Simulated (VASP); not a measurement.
**TiB (relaxed from the CsCl type structure, space group Pm-3m): computed properties**

Level of theory: PBE GGA, VASP's PBE PAW potentials (set 64) (plane waves; VASP).

| Property | Result |
|---|---|
| space group | Pm-3m (221) |
| cell | a = 2.789 Å, b = 2.789 Å, c = 2.789 Å, α = 90.00°, β = 90.00°, γ = 90.00° |
| volume per atom | 10.84 Å^3/atom |
| band gap (over mesh and band path) | none (metal, semimetal or under 0.01 eV) |
| density | 4.49 g/cm³ |

```
CELL_PARAMETERS angstrom
      2.78853     0.00000     0.00000
      0.00000     2.78853     0.00000
      0.00000     0.00000     2.78853
ATOMIC_POSITIONS crystal
  Ti 0.00000 0.00000 0.00000
  B  0.50000 0.50000 0.50000
```

The structure was generated: TiB was put into the CsCl type type (Pm-3m), which need not be its known phase. It was relaxed first, which changed the volume by -32 %. Symmetry was kept, so distortions that lower it aren't found. The electron count is odd and the run is not spin-polarised, which forces a metal.
